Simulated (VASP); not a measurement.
Here is the system:

```xyz
8
Lattice="0.0147 5.0449 4.8450 5.0449 0.0147 4.8450 2.5298 2.5298 0.0000" Properties=species:S:1:pos:R:3 pbc="T T T"
Si     5.0596     5.0596     9.6213
Si     1.2649     1.2649     1.2800
Si     2.7071     4.8824     7.1562
Si     3.6175     1.4422     3.7451
Si     4.8824     2.7071     7.1562
Si     1.4422     3.6175     3.7451
C      5.0596     5.0596     4.9506
C      3.7947     3.7947     5.9508
```

Level of theory: PBEsol GGA, VASP's PBE PAW potentials (set 64) (plane waves; VASP 6.6.1). Settings: 520 eV cut-off, 6×6×12 Γ-centred mesh, tetrahedra with Blöchl corrections, potentials Si C.

Problem. The job: C2Si6 (ordered alloy cell), 8 atoms, PBEsol, static run, 520 eV, 6×6×12 Γ-centred mesh. Roughly how much core time does it take on a busy server core?

Solution. About 7 core-minutes (one run on a shared machine, a rough figure). It had 88 irreducible k-points, 21 bands, up to 3350 plane waves and 17 electronic steps.

The structure was generated: C2Si6 was put into an ordered model structure (Cmcm), which need not be its known phase. It was relaxed first.
